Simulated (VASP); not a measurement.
VASP ran on this input.

### POSCAR
```
AgCl
5.545330
  0.0000000000   0.5000000000   0.5000000000
  0.5000000000   0.0000000000   0.5000000000
  0.5000000000   0.5000000000   0.0000000000
Ag Cl
1 1
Cart
 -0.0054860000  -0.0015565000  -0.0026905000
  0.5054860000   0.5015565000   0.5026905000
```

**KPOINTS**
```
kpoints
0
G
  8 8 8
0 0 0
```

### INCAR
```
ISMEAR=0   ! Gaussian
LREAL=.FALSE.   ! projection in real space or not
SIGMA=0.01   ! width (eV)
PREC=Accurate
GGA=PE   ! PBE
LCHARG=.FALSE.
SYSTEM=AgCl
LWAVE=.FALSE.
ISIF=2
ENCUT=300   ! plane-wave cut-off (eV)
LASPH=.TRUE.   ! aspherical one-centre terms
ALGO=Normal
NELM=100   ! most electronic steps
LMAXMIX=4
EDIFF=1E-6
```

POTCAR, in this order: Ag Cl (PBE.64 set). Program: vasp_std.

Problem. Write an equivalent input for Ansatz.

Solution. One equivalent input (not run):
Ansatz 0.2 input:
```yaml
crystal:
  lattice:
    - [0.0000000, 2.7726650, 2.7726650]
    - [2.7726650, 0.0000000, 2.7726650]
    - [2.7726650, 2.7726650, 0.0000000]
  atoms:
    - { symbol: Ag, position: [0.0012390, -0.0066200, -0.0043520] }
    - { symbol: Cl, position: [0.4987610, 0.5066200, 0.5043520] }
kpoints:
  mp_grid: { grid: [8, 8, 8] }
hamiltonian:
  xc: pbe
  pseudopotentials: { kind: paw }
scf:
  occupations: { method: gaussian, width: 0.01 }
  max_iter: 100
output: { forces: true, stress: true, eigenvalues: true }
```
The two are equivalent in intent, not identical: each code has its own PAW files, so the cut-off isn't converted (ENCUT is set for VASP's; basis.ecutwfc is left out, and Ansatz then takes the one that its files recommend); Ansatz stops its SCF on the density residual and VASP on the energy change (EDIFF).

The structure comes from a computed database's AgCl entry; how it stands against other phases isn't given here. The cell was not relaxed at this level, atoms are displaced from their ideal sites.
